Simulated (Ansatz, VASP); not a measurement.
# SiC (Moissanite) in two plane-wave programs, part 2 of 2

One calculation is typed for both programs; each brings its own data sets. How far apart do they land? The cell is taken from a series of runs on this material, whose earlier steps may have relaxed, scaled, displaced or heated it; both programs get it as it stands.

VASP 6.6.1 and Ansatz 0.2.0.

So far: The starting structure; Ansatz: G0W0 gap, LDA.

## Step 3: VASP: G0W0 gap, LDA

Level of this step: G0W0 on LDA; plane waves and PAW (Si_GW, C_GW) (VASP).

The same cell, functional (in two slightly different forms) and mesh now go to VASP, with its own data sets.

Lines of VASP's logs that name or quote its potential files are left out, and so is its time.

The run reads the wave functions of an earlier VASP run, which isn't shown here.

Contents of INCAR:

```
SYSTEM = SiC
PREC = Accurate
ENCUT = 440
ISMEAR = 0
SIGMA = 0.01
LREAL = .FALSE.
GGA = CA
NBANDS = 296
ALGO = EVGW0
NELMGW = 1
ENCUTGW = 96
NOMEGA = 64
PRECFOCK = Fast
NBANDSGW = 32
LWAVE = .FALSE.
LCHARG = .FALSE.
```

Contents of POSCAR:

```
SiC
1.0
    3.0810000000      0.0000000000      0.0000000000
   -1.5405000000      2.6682242691      0.0000000000
    0.0000000000      0.0000000000     15.1248000000
Si C
6 6
Direct
    0.0000000000      0.0000000000      0.0000000000
    0.0000000000      0.0000000000      0.5000000000
    0.3333333333      0.6666666667      0.1664000000
    0.6666666667      0.3333333333      0.6664000000
    0.6666666667      0.3333333333      0.3329000000
    0.3333333333      0.6666666667      0.8329000000
    0.3333333333      0.6666666667      0.0412000000
    0.6666666667      0.3333333333      0.5412000000
    0.6666666667      0.3333333333      0.2080000000
    0.3333333333      0.6666666667      0.7080000000
    0.0000000000      0.0000000000      0.3746000000
    0.0000000000      0.0000000000      0.8746000000
```

Contents of KPOINTS:

```
Automatic mesh
0
Gamma
6 6 2
0 0 0
```

PAW data sets: Si_GW and C_GW (LDA family, release 64).

The run is started by

```bash
mpirun -np 8 vasp_std
```

Numbers of over 12 decimals in the logs are rounded to 6 here.

What it wrote:

```text
[banner, memory and clock lines left out]
running    8 mpi-ranks, on    1 nodes
 distrk:  each k-point on    8 cores,    1 groups
 distr:  one band on    1 cores,    8 groups

 POSCAR found type information on POSCAR SiC
 POSCAR found :  2 types and      12 ions
|                                                                             |
|           W    W    AA    RRRRR   N    N  II  N    N   GGGG   !!!           |
|           W    W   A  A   R    R  NN   N  II  NN   N  G    G  !!!           |
|           W    W  A    A  R    R  N N  N  II  N N  N  G       !!!           |
|           W WW W  AAAAAA  RRRRR   N  N N  II  N  N N  G  GGG   !            |
|           WW  WW  A    A  R   R   N   NN  II  N   NN  G    G                |
|           W    W  A    A  R    R  N    N  II  N    N   GGGG   !!!           |
|                                                                             |
|     For optimal performance we recommend to set                             |
|       NCORE = 2 up to number-of-cores-per-socket                            |
|     NCORE specifies how many cores store one orbital (NPAR=cpu/NCORE).      |
|     This setting can greatly improve the performance of VASP for DFT.       |
|     The default, NCORE=1 might be grossly inefficient on modern             |
|     multi-core architectures or massively parallel machines. Do your        |
|     Unfortunately you need to use the default for GW and RPA                |
|     calculations (for HF NCORE is supported but not extensively tested      |
|     yet).                                                                   |
|                                                                             |

|                                                                             |
|           W    W    AA    RRRRR   N    N  II  N    N   GGGG   !!!           |
|           W    W   A  A   R    R  NN   N  II  NN   N  G    G  !!!           |
|           W    W  A    A  R    R  N N  N  II  N N  N  G       !!!           |
|           W WW W  AAAAAA  RRRRR   N  N N  II  N  N N  G  GGG   !            |
|           WW  WW  A    A  R   R   N   NN  II  N   NN  G    G                |
|           W    W  A    A  R    R  N    N  II  N    N   GGGG   !!!           |
|                                                                             |
|     The default for ENCUTGWSOFT is different in this version of VASP.       |
|     please manually set ENCUTGWSOFT =96 in the INCAR file.                  |
|                                                                             |

 LDA part: xc-table for (Slater(with rela. corr.)+CA(PZ))
 , standard interpolation
 found WAVECAR, reading the header
 POSCAR, INCAR and KPOINTS ok, starting setup
 FFT: planning ... GRIDC
 FFT: planning ... GRID_SOFT
 FFT: planning ... GRID
 reading WAVECAR
 the WAVECAR file was read successfully
 initial charge from wavefunction
 available memory per node:     80.09 GB, setting MAXMEM to     82016

 The Fermi energy was updated, please check that it is located mid-gap
 values below the HOMO (VB) or above the LUMO (CB) will cause erroneous energies
 E-fermi :   8.7534

 calculate exact exchange contribution
 the WAVEDER file was read successfully
energies w=
    0.000    0.000    0.580    0.000    1.158    0.000    1.733    0.000
    2.305    0.000    2.872    0.000    3.433    0.000    3.988    0.000
    4.535    0.000    5.076    0.000    5.609    0.000    6.134    0.000
    6.653    0.000    7.164    0.000    7.669    0.000    8.168    0.000
    8.662    0.000    9.151    0.000    9.637    0.000   10.120    0.000
   10.601    0.000   11.082    0.000   11.562    0.000   12.044    0.000
   12.529    0.000   13.018    0.000   13.511    0.000   14.012    0.000
   14.520    0.000   15.038    0.000   15.568    0.000   16.112    0.000
   16.671    0.000   17.248    0.000   17.847    0.000   18.468    0.000
   19.117    0.000   19.797    0.000   20.512    0.000   21.267    0.000
   22.069    0.000   22.922    0.000   23.837    0.000   24.820    0.000
   25.886    0.000   27.044    0.000   28.314    0.000   29.712    0.000
   31.265    0.000   33.001    0.000   34.960    0.000   37.189    0.000
   39.754    0.000   42.738    0.000   46.257    0.000   50.469    0.000
   55.605    0.000   62.003    0.000   70.191    0.000   81.029    0.000
   96.037    0.000  118.153    0.000  153.920    0.000  221.433    0.000
 responsefunction array rank=     296
 LDA part: xc-table for (Slater(with rela. corr.)+CA(PZ))
 , standard interpolation

 min. memory requirement per mpi rank    376.4 MB, per node   3011.5 MB

 allocating   8 responsefunctions rank=   296
 shmem allocating  64 responsefunctions rank=   296
 response function shared by NCSHMEM nodes    1
 Doing            8  frequencies on each core in blocks of           64
NQ=   1    0.0000    0.0000    0.0000,
|.........|.........|.........|.........|.........|.........|.........|.........
 performed       1205000 updates of chi_q(r,r)
 total number of BLAS operations        839.09 Gflops
NQ=   2    0.1667   -0.0000    0.0000,
|.........|.........|.........|.........|.........|.........|.........|.........
 performed       3168000 updates of chi_q(r,r)
 total number of BLAS operations       2070.29 Gflops
NQ=   3    0.3333   -0.0000    0.0000,
|.........|.........|.........|.........|.........|.........|.........|.........
 performed       5131000 updates of chi_q(r,r)
 total number of BLAS operations       3131.89 Gflops
NQ=   4    0.5000    0.0000    0.0000,
|.........|.........|.........|.........|.........|.........|.........|.........
 performed       6753000 updates of chi_q(r,r)
 total number of BLAS operations       3969.05 Gflops
NQ=   5    0.1667    0.1667    0.0000,
|.........|.........|.........|.........|.........|.........|.........|.........
 performed       8829000 updates of chi_q(r,r)
 total number of BLAS operations       5135.73 Gflops
NQ=   6    0.3333    0.1667    0.0000,
|.........|.........|.........|.........|.........|.........|.........|.........
 performed      11133000 updates of chi_q(r,r)
 total number of BLAS operations       6362.64 Gflops
NQ=   7    0.3333    0.3333    0.0000,
|.........|.........|.........|.........|.........|.........|.........|.........
 performed      12527000 updates of chi_q(r,r)
 total number of BLAS operations       7140.27 Gflops
NQ=   8    0.0000    0.0000    0.5000,
|.........|.........|.........|.........|.........|.........|.........|.........
 performed      13732000 updates of chi_q(r,r)
 total number of BLAS operations       7940.01 Gflops
NQ=   9    0.1667   -0.0000    0.5000,
|.........|.........|.........|.........|.........|.........|.........|.........
 performed      15695000 updates of chi_q(r,r)
 total number of BLAS operations       9119.01 Gflops
NQ=  10    0.3333   -0.0000    0.5000,
|.........|.........|.........|.........|.........|.........|.........|.........
 performed      17658000 updates of chi_q(r,r)
 total number of BLAS operations      10246.94 Gflops
NQ=  11    0.5000    0.0000    0.5000,
|.........|.........|.........|.........|.........|.........|.........|.........
 performed      19280000 updates of chi_q(r,r)
 total number of BLAS operations      11045.03 Gflops
NQ=  12    0.1667    0.1667    0.5000,
|.........|.........|.........|.........|.........|.........|.........|.........
 performed      21356000 updates of chi_q(r,r)
 total number of BLAS operations      12328.97 Gflops
NQ=  13    0.3333    0.1667    0.5000,
|.........|.........|.........|.........|.........|.........|.........|.........
 performed      23660000 updates of chi_q(r,r)
 total number of BLAS operations      13574.98 Gflops
NQ=  14    0.3333    0.3333    0.5000,
|.........|.........|.........|.........|.........|.........|.........|.........
 performed      25054000 updates of chi_q(r,r)
 total number of BLAS operations      14352.61 Gflops
 resolving degeneracies of screened two electron integrals

 calculate QP shifts <psi_nk| G(iteration)W_0 |psi_nk>: iteration 1
 entering main loop
```

From OUTCAR (step 3):

```text
ion  position               nearest neighbor table
   1  0.000  0.000  0.000-   7 1.88   7 1.88   7 1.88  12 1.90   3 3.08   3 3.08   3 3.08   6 3.09
                             6 3.09   6 3.09
   2  0.000  0.000  0.500-   8 1.88   8 1.88   8 1.88  11 1.90   4 3.08   4 3.08   4 3.08   5 3.09
                             5 3.09   5 3.09
   3  0.333  0.667  0.166-   9 1.89   9 1.89   9 1.89   7 1.89   1 3.08   1 3.08   1 3.08   5 3.08
                             5 3.08   5 3.08
   4  0.667  0.333  0.666-  10 1.89  10 1.89  10 1.89   8 1.89   2 3.08   2 3.08   2 3.08   6 3.08
                             6 3.08   6 3.08
   5  0.667  0.333  0.333-  11 1.89  11 1.89  11 1.89   9 1.89   3 3.08   3 3.08   3 3.08   2 3.09
                             2 3.09   2 3.09
   6  0.333  0.667  0.833-  12 1.89  12 1.89  12 1.89  10 1.89   4 3.08   4 3.08   4 3.08   1 3.09
                             1 3.09   1 3.09
   7  0.333  0.667  0.041-   1 1.88   1 1.88   1 1.88   3 1.89
   8  0.667  0.333  0.541-   2 1.88   2 1.88   2 1.88   4 1.89
   9  0.667  0.333  0.208-   3 1.89   3 1.89   3 1.89   5 1.89
  10  0.333  0.667  0.708-   4 1.89   4 1.89   4 1.89   6 1.89
  11  0.000  0.000  0.375-   5 1.89   5 1.89   5 1.89   2 1.90
  12  0.000  0.000  0.875-   6 1.89   6 1.89   6 1.89   1 1.90

  LATTYP: Found a hexagonal cell.
 ALAT       =     3.0810000000
 C/A-ratio  =     4.9090555015

 Subroutine GETGRP returns: Found 12 space group operations
 (whereof  6 operations were pure point group operations)

The static configuration has the point symmetry C_3v.
 The point group associated with its full space group is C_6v.

 Found     14 irreducible k-points:

   k-points           NKPTS =     14   k-points in BZ     NKDIM =     72   number of bands    NBANDS=    296

   dimension x,y,z NGX =    24 NGY =   24 NGZ =  108
   dimension x,y,z NGXF=    48 NGYF=   48 NGZF=  216

   ENCUT  =  440.0 eV  32.34 Ry    5.69 a.u.   5.27  5.27 25.87*2*pi/ulx,y,z

   NELECT =      48.0000    total number of electrons

  energy-cutoff  :      440.00
  volume of cell :      124.34
      direct lattice vectors                 reciprocal lattice vectors
     3.081000000  0.000000000  0.000000000     0.324569945  0.187390545  0.000000000
    -1.540500000  2.668224269  0.000000000     0.000000000  0.374781090  0.000000000
     0.000000000  0.000000000 15.124800000     0.000000000  0.000000000  0.066116577

 k-points in reciprocal lattice and weights: Automatic mesh
   0.00000000  0.00000000  0.00000000       0.014
   0.16666667 -0.00000000  0.00000000       0.083
   0.33333333 -0.00000000  0.00000000       0.083
   0.50000000  0.00000000  0.00000000       0.042
   0.16666667  0.16666667  0.00000000       0.083
   0.33333333  0.16666667  0.00000000       0.167
   0.33333333  0.33333333  0.00000000       0.028
   0.00000000  0.00000000  0.50000000       0.014
   0.16666667 -0.00000000  0.50000000       0.083
[...]
0.33333333  0.16666667  0.50000000       0.167
   0.33333333  0.33333333  0.50000000       0.028

 E-fermi :   8.7534

 QP shifts <psi_nk| G(iteration)W_0 |psi_nk>: iteration 1
 for sc-GW calculations column KS-energies equals QP-energies in previous step
 and V_xc(KS)=  KS-energies - (<T + V_ion + V_H > + <T+V_H+V_ion>^1  + <V_x>^1)
 k-point   1 :       0.0000    0.0000    0.0000
  band No.  KS-energies  QP-energies   sigma(KS)   V_xc(KS)     V^pw_x(r,r')   Z            occupation Imag(sigma)
    ...
     21       7.4847       7.3107     -15.0706     -14.8493     -17.3350       0.7863       2.0000       0.0455
     22       7.7388       7.6082     -15.1296     -14.9642     -17.2563       0.7896       2.0000       0.0426
     23       7.7759       7.6335     -15.1784     -14.9980     -17.3750       0.7890       2.0000       0.0437
     24       7.7759       7.6335     -15.1784     -14.9980     -17.3750       0.7890       2.0000       0.0437
     25      12.8937      13.7471     -11.3772     -12.4471      -6.8760       0.7976       0.0000      -0.0695
     26      13.0635      13.9198     -11.3311     -12.4069      -6.7826       0.7959       0.0000      -0.0708
     27      13.4639      14.3260     -11.3511     -12.4358      -6.7353       0.7947       0.0000      -0.0743
     28      13.9820      14.8535     -11.3375     -12.4402      -6.5783       0.7904       0.0000      -0.0802
    ...

 k-point   2 :       0.1667   -0.0000    0.0000
  band No.  KS-energies  QP-energies   sigma(KS)   V_xc(KS)     V^pw_x(r,r')   Z            occupation Imag(sigma)
    ...
     21       6.9832       6.7619     -14.9199     -14.6378     -17.2761       0.7844       2.0000       0.0476
     22       7.0683       6.8479     -14.9189     -14.6379     -17.2697       0.7847       2.0000       0.0476
     23       7.4325       7.2703     -15.0102     -14.8042     -17.1937       0.7871       2.0000       0.0441
     24       7.5348       7.3699     -15.1453     -14.9359     -17.3975       0.7872       2.0000       0.0448
     25      12.4002      13.1729     -10.3930     -11.3555      -5.9333       0.8027       0.0000      -0.0692
     26      12.7815      13.5774     -10.4954     -11.4902      -5.9644       0.8001       0.0000      -0.0720
     27      12.8651      13.6813     -10.4964     -11.5150      -5.9752       0.8012       0.0000      -0.0707
     28      13.5602      14.4040     -10.6758     -11.7359      -6.0098       0.7959       0.0000      -0.0770
    ...

 k-point   3 :       0.3333   -0.0000    0.0000
  band No.  KS-energies  QP-energies   sigma(KS)   V_xc(KS)     V^pw_x(r,r')   Z            occupation Imag(sigma)
    ...
     21       6.2476       5.9552     -14.6998     -14.3250     -17.2300       0.7802       2.0000       0.0526
     22       6.3234       6.0290     -14.6964     -14.3190     -17.2248       0.7801       2.0000       0.0524
     23       6.6894       6.4524     -14.7596     -14.4570     -17.0980       0.7834       2.0000       0.0478
     24       6.9444       6.7176     -14.9827     -14.6933     -17.3751       0.7838       2.0000       0.0479
     25      10.5074      11.1592     -10.3037     -11.1084      -6.2574       0.8100       0.0000      -0.0599
     26      10.6042      11.2467     -10.2500     -11.0445      -6.1676       0.8087       0.0000      -0.0610
     27      11.4277      12.1469     -10.3158     -11.2057      -6.0833       0.8082       0.0000      -0.0633
     28      12.0212      12.7589     -10.4253     -11.3419      -6.0694       0.8047       0.0000      -0.0671
    ...

 k-point   4 :       0.5000    0.0000    0.0000
  band No.  KS-energies  QP-energies   sigma(KS)   V_xc(KS)     V^pw_x(r,r')   Z            occupation Imag(sigma)
    ...
     21       5.9295       5.6090     -14.6296     -14.2176     -17.2427       0.7782       2.0000       0.0551
     22       6.0049       5.6810     -14.6265     -14.2106     -17.2385       0.7789       2.0000       0.0550
     23       6.1029       5.8209     -14.3830     -14.0221     -16.7367       0.7815       2.0000       0.0499
     24       6.6672       6.4125     -14.9208     -14.5953     -17.3844       0.7825       2.0000       0.0495
     25       9.7310      10.3185     -10.4963     -11.2213      -6.7388       0.8104       0.0000      -0.0553
     26       9.9093      10.5185     -10.3350     -11.0862      -6.4471       0.8111       0.0000      -0.0573
     27      10.9068      11.5859     -10.1999     -11.0377      -6.0437       0.8107       0.0000      -0.0616
     28      11.5925      12.3140     -10.6250     -11.5227      -6.3796       0.8038       0.0000      -0.0654
    ...

[... 4 further parts left out ...]
```

## Step 4: Comparison

Known differences besides the potentials themselves: the two LDA forms differ slightly; fixed occupations in Ansatz, narrow Gaussian smearing in VASP; the cutoff is 420 eV in Ansatz and 440 eV in VASP; VASP's log shows a relativistic correction to its local exchange, Ansatz's none; Ansatz integrates over frequency by contour deformation, VASP on a grid of NOMEGA points; Ansatz's G0W0 levels solve the quasiparticle equation, VASP's are linearised. Total energies have different zeros and are not compared.

Compared:

| quantity | Ansatz | VASP | difference |
| --- | --- | --- | --- |
| G0W0 gap on the mesh (eV) | 2.71 | 2.69 | +0.03 |
| Kohn-Sham gap under it (eV) | 1.97 | 1.96 | +0.01 |

## Step 5: Outcome

| Item | Value |
| --- | --- |
| difference in G0W0 gap on the mesh (G0W0 gap, LDA) | 0.028 eV |

The difference in G0W0 gap on the mesh is 0.028 eV (G0W0 gap, LDA). Such differences can come from data sets, numerical settings and the points named under the comparisons, not from the functional's error against experiment.

[Lines on the potential files, build, host, timing and source positions are cut from VASP's logs without a mark.]

[Logs are printed without paths, hosts, clocks, repeated set-up lines and the standing remarks that a program may print on its own settings, such as how far it seeks lower states.]

[Hosts, paths, dates, database ids (printed as entryN), source tags and the programs' standing remarks are cut or masked in the printed files.]
